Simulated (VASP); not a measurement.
Crystal: GaAs.

```
Ga As
1.0
     0.00000    2.86370    2.86370
     2.86370    0.00000    2.86370
     2.86370    2.86370    0.00000
Ga As
1 1
Direct
  0.00000 0.00000 0.00000
  0.25000 0.25000 0.25000
```

The cell was built by a generator and isn't the measured one.

Base run:

| Quantity | Value |
| --- | --- |
| Program | VASP 6.6.1 |
| Functional | PBE |
| Potentials or basis | VASP PAW PBE potentials, release 64 (Ga_d, As) |
| Cutoff | 520 eV |
| k mesh | 8 × 8 × 8 |
| Occupations | gaussian, width 0.02 eV |
| Spin | non-collinear spin, zero start, spin-orbit coupling |
| Starting moments | [[0.0, 0.0, 0.0], [0.0, 0.0, 0.0]] μB |

Its results: pressure 0.7 GPa; net moment 0.00 μB per cell.

The run is repeated on the same cell with these changes: functional from PBE to LDA; potentials or basis from VASP PAW PBE potentials, release 64 (Ga_d, As) to VASP PAW LDA potentials, release 64 (Ga_d, As). What comes out?

Pressure -3.9 GPa; net moment 0.00 μB per cell.

Not every run made on this cell is shown here.
